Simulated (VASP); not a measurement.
Given:

```
CELL_PARAMETERS angstrom
      6.20236     0.00000     0.00000
      0.00000     6.20236     0.00000
      0.00000     0.00000     6.20236
ATOMIC_POSITIONS crystal
  Hg 0.00608 0.99392 0.99392
  Hg 0.49392 0.50608 0.99392
  Hg 0.49392 0.99392 0.50608
  Hg 0.00608 0.50608 0.50608
  Se 0.25000 0.25000 0.25000
  Se 0.75000 0.75000 0.25000
  Se 0.75000 0.25000 0.75000
  S  0.25000 0.75000 0.75000
```

Level of theory: PBE GGA, VASP's PBE PAW potentials (set 64) (plane waves; VASP 6.6.1). Settings: 400 eV cut-off, 4×4×4 Γ-centred mesh, Gaussian smearing of 0.050 eV, potentials Hg Se S.

Unless said otherwise, spin-orbit coupling is left out, though it shifts the bands of the heavy elements here.

Predict the energy per atom (σ→0), band gap (on the k-mesh) with the smallest direct gap where there is one.

The band gap (on the k-mesh) comes out as none (metal, semimetal or under 0.01 eV) and the energy per atom (σ→0) is -2.099 eV/atom.

Only differences to runs with the same potentials and settings are physical.

The structure was generated: Hg4SSe3 was put into an ordered model structure (P-43m), which need not be its known phase. It was relaxed first, which changed the volume by +9 %.
